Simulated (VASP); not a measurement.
Consider the following.

```
CELL_PARAMETERS angstrom
      1.66351    -5.24555     0.00000
      1.66351     5.24555     0.00000
      0.00000     0.00000     4.35004
ATOMIC_POSITIONS crystal
  P  0.10311 0.89689 0.92192
  P  0.39689 0.60311 0.42192
  P  0.60311 0.39689 0.57808
  P  0.89689 0.10311 0.07808
```

Method: optB86b-vdW, VASP's PBE PAW potentials (set 64) (plane waves; VASP 6.6.1). Run with 520 eV cut-off, Gaussian smearing of 0.050 eV, potentials P.

**Question.** Give the energies of bands 4 to 13 at the high-symmetry points, in eV from the Fermi level.

**Answer.** 
| band | Γ | Y | C0 | Z | A0 | T | S | R |
|---|---|---|---|---|---|---|---|---|
| 4 | -6.96 | -5.79 | -9.17 | -8.79 | -10.22 | -9.62 | -10.05 | -10.31 |
| 5 | -4.93 | -5.63 | -5.39 | -4.84 | -6.36 | -3.16 | -5.17 | -5.62 |
| 6 | -4.70 | -5.52 | -4.92 | -4.84 | -6.36 | -3.16 | -5.17 | -5.62 |
| 7 | -3.97 | -4.17 | -3.64 | -3.10 | -4.70 | -2.58 | -3.30 | -5.61 |
| 8 | -2.90 | -2.23 | -3.35 | -3.10 | -4.70 | -2.58 | -3.30 | -5.61 |
| 9 | -2.56 | -1.74 | -2.78 | -1.20 | -2.00 | -1.56 | -2.69 | -2.04 |
| 10 | -1.41 | -0.20 | -2.29 | -1.20 | -2.00 | -1.56 | -2.69 | -2.04 |
| 11 | 0.76 | 0.25 | 0.70 | 1.42 | 1.89 | 1.37 | 0.79 | 1.63 |
| 12 | 1.22 | 0.77 | 0.86 | 1.42 | 1.89 | 1.37 | 0.79 | 1.63 |
| 13 | 1.93 | 2.30 | 0.89 | 2.46 | 3.79 | 2.47 | 1.09 | 4.03 |

It has no gap at this level: it comes out as a metal or semimetal.

Measured: gap 0.35 eV (computed value off by -0.35 eV), as given by Das et al., (2018), arXiv:1807.05623.

The compound is P in the black structure. It was relaxed first.
